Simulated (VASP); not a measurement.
Data:

```yaml
crystal:
  lattice:
    - [4.01555, 0.00000, 0.00000]
    - [0.00000, 4.01555, 0.00000]
    - [0.00000, 0.00000, 4.01555]
  atoms:
    - { symbol: Ba, position: [0.00000, 0.00000, 0.00000] }
    - { symbol: Ti, position: [0.50000, 0.50000, 0.50000] }
    - { symbol: O, position: [0.50000, 0.00000, 0.50000] }
    - { symbol: O, position: [0.00000, 0.50000, 0.50000] }
    - { symbol: O, position: [0.50000, 0.50000, 0.00000] }
```

The numbers are results of PBE GGA with D3 dispersion (zero damping), VASP's PBE PAW potentials (set 64) (plane waves; VASP), not measurements. Settings: 520 eV cut-off, 5×5×5 Γ-centred mesh, Gaussian smearing of 0.050 eV, potentials Ba_sv Ti_sv O.

### Question
Estimate the energy per atom (σ→0).

### Answer

```json
{
  "energy per atom (σ→0)": "-8.169 eV/atom"
}
```

The compound is BaTiO3 in the cubic perovskite structure, the ideal cubic form; the compound distorts at low or room temperature. It was relaxed first. The start is the result of an earlier pass.
